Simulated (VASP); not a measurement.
The system is Ba2Tl5V3O12.

```
CELL_PARAMETERS angstrom
4.23698 2.44622 6.12840
-4.23698 2.44622 6.12840
0.00000 -4.89244 6.12840
ATOMIC_POSITIONS crystal
Ba 0.50000 0.50000 0.50000
Ba 0.00000 0.00000 0.00000
V 0.50000 0.50000 0.00000
V 0.00000 0.50000 0.50000
V 0.50000 0.00000 0.50000
Tl 0.00000 0.00000 0.50000
Tl 0.50000 0.00000 0.00000
Tl 0.00000 0.50000 0.00000
Tl 0.74045 0.74045 0.74045
Tl 0.25955 0.25955 0.25955
O 0.71652 0.08089 0.41242
O 0.41242 0.71652 0.08089
O 0.08089 0.41242 0.71652
O 0.58757 0.91911 0.28348
O 0.91911 0.28348 0.58757
O 0.28348 0.58757 0.91911
O 0.28348 0.91911 0.58757
O 0.58757 0.28348 0.91911
O 0.91911 0.58757 0.28348
O 0.41242 0.08089 0.71652
O 0.08089 0.71652 0.41242
O 0.71652 0.41242 0.08089
```

The cell was built by a generator and needn't be a form met in nature.

| Item | Value |
| --- | --- |
| Program | VASP 6.6.1 |
| Task | relaxation of cell and atoms |
| Functional | BLYP |
| Potentials or basis | VASP PAW PBE potentials, release 64 (Ba_sv, V_sv, Tl_d, O) |
| Cutoff | 600 eV |
| k mesh | 4 × 4 × 4 |
| Occupations | fermi-dirac, width 0.05 eV |
| Spin | collinear spin, ferromagnetic start |
| Starting moments | [0.0, 0.0, 2.0, 2.0, 2.0, 0.0, 0.0, 0.0, 0.0, 0.0, 0.0, 0.0, 0.0, 0.0, 0.0, 0.0, 0.0, 0.0, 0.0, 0.0, 0.0, 0.0] μB |

At the start: pressure 4.4 GPa; volume 17.32 Å³/atom.

Problem. How do energy, volume and symmetry change on relaxing?

Solution. Over 20 steps the energy falls by 15.2 meV/atom and the volume is 18.75 Å³/atom (+8.2 %); space group R-3m (No. 166, to 0.05 Å); moment 0.00 μB per cell.

Step by step:
| step | energy change (eV) | largest force (eV/Å) | pressure (GPa) | volume (Å³) |
| --- | --- | --- | --- | --- |
| 1 | 0.0000 | 0.3002 | 4.40 | 381.11 |
| 2 | -0.0777 | 0.8600 | -2.42 | 407.93 |
| 3 | -0.2077 | 0.4006 | 0.34 | 395.67 |
| 4 | -0.2782 | 0.2123 | 0.18 | 401.13 |
| 5 | -0.3046 | 0.0627 | 0.12 | 406.46 |
| 6 | -0.3053 | 0.0538 | 0.12 | 407.37 |
| 7 | -0.3127 | 0.0529 | -0.11 | 409.14 |
| 8 | -0.3135 | 0.0713 | -0.18 | 409.81 |
| 9 | -0.3157 | 0.0657 | 0.21 | 409.17 |
| 10 | -0.3159 | 0.0528 | 0.13 | 409.30 |
| 11 | -0.3188 | 0.0508 | 0.10 | 409.89 |
| 12 | -0.3242 | 0.0818 | 0.05 | 411.39 |
| 13 | -0.3262 | 0.0946 | -0.03 | 414.35 |
| 14 | -0.3271 | 0.1201 | 0.02 | 412.72 |
| 15 | -0.3277 | 0.1068 | 0.00 | 413.53 |
| 16 | -0.3302 | 0.0423 | -0.03 | 414.50 |
| 17 | -0.3302 | 0.0503 | -0.03 | 414.39 |
| 18 | -0.3325 | 0.0205 | -0.10 | 413.83 |
| 19 | -0.3330 | 0.0360 | -0.14 | 413.40 |
| 20 | -0.3336 | 0.0104 | 0.03 | 412.55 |

Final structure:
```
CELL_PARAMETERS angstrom
4.30678 2.48652 6.42065
-4.30678 2.48652 6.42065
0.00000 -4.97303 6.42065
ATOMIC_POSITIONS crystal
Ba 0.50000 0.50000 0.50000
Ba 0.00000 0.00000 0.00000
V 0.50001 0.50001 0.00000
V 0.00000 0.50001 0.50001
V 0.50001 0.00000 0.50001
Tl 0.00000 0.00000 0.50000
Tl 0.50000 0.00000 0.00000
Tl 0.00000 0.50000 0.00000
Tl 0.74289 0.74289 0.74289
Tl 0.25711 0.25711 0.25711
O 0.71083 0.07908 0.41143
O 0.41143 0.71083 0.07908
O 0.07908 0.41143 0.71084
O 0.58857 0.92092 0.28916
O 0.92092 0.28916 0.58857
O 0.28916 0.58857 0.92092
O 0.28916 0.92092 0.58857
O 0.58857 0.28916 0.92092
O 0.92092 0.58857 0.28916
O 0.41143 0.07908 0.71084
O 0.07908 0.71083 0.41143
O 0.71083 0.41143 0.07908
```

Caveat: the PAW data sets were made with another functional, which shifts forces and pressure a little.
